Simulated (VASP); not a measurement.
Wanted: the native input for a VASP 6.6.1 run.

- Task: relaxation of cell and atoms
- Functional: PBE
- Potentials or basis: VASP PAW PBE potentials, release 64 (Sn_d, Ge_d)
- Cutoff: 520 eV
- k mesh: 8 × 8 × 4
- Occupations: gaussian, width 0.1 eV
- Spin: no spin polarisation
- Further INCAR settings: ALGO = Normal; EDIFF = 1e-06; IBRION = 2; EDIFFG = -0.01; NSW = 90; ISIF = 3

The structure of Sn2Ge lies in POSCAR:

```
Sn2Ge
1.0
    4.5231107600      0.0000000000      0.0000000000
   -2.2615553800      3.9171288300      0.0000000000
    0.0000000000      0.0000000000     10.9050000000
Sn Ge
4 2
Direct
    0.3333333300      0.6666666700      0.8127464500
    0.6666666700      0.3333333300      0.1872535500
    0.3333333300      0.6666666700      0.5485557100
    0.6666666700      0.3333333300      0.4514442900
    0.0000000000      0.0000000000      0.8855570800
    0.0000000000      0.0000000000      0.1144429200
```

The cell was built by a generator and needn't be a form met in nature.

The input as run:

INCAR

```
PREC = Accurate ; ENCUT = 520
EDIFF = 1E-6 ; ISMEAR = 0
SIGMA = 0.1 ; LREAL = False
LASPH = True ; NELM = 120
ALGO = Normal ; ISIF = 3
LWAVE = False ; LCHARG = False
GGA = PE ; IBRION = 2
NSW = 90 ; EDIFFG = -0.01
KPAR = 4
```

KPOINTS

```
Automatic mesh
0
Gamma
  8 8 4
```

Potentials or basis: VASP PAW PBE potentials, release 64 (Sn_d, Ge_d).

Command:

```console
$ cat potpaw_PBE.64/Sn_d/POTCAR potpaw_PBE.64/Ge_d/POTCAR > POTCAR
$ mpirun -np 4 vasp_std > vasp.out
```

It gave:

The relaxed volume is 32.25 Å³/atom, the relaxed cell is a = 4.499 Å, b = 4.499 Å, c = 11.041 Å, α = 90.00°, β = 90.00°, γ = 120.00° and the space group after relaxing (to 0.05 Å) is P-3m1 (No. 164). The energy gained by relaxing is 2.4 meV/atom, the ionic steps are 10 and the pressure after relaxing is 0.0 GPa. The largest force after relaxing is 0.009 eV/Å. The band gap on the k mesh is none (metal or under the smearing width).

Wall time 11 min on 4 MPI ranks on Intel(R) Xeon(R) Platinum 8259CL CPU @ 2.50GHz (Skylake/Cascade Lake), on a shared host, peak memory 0.51 GiB a rank.
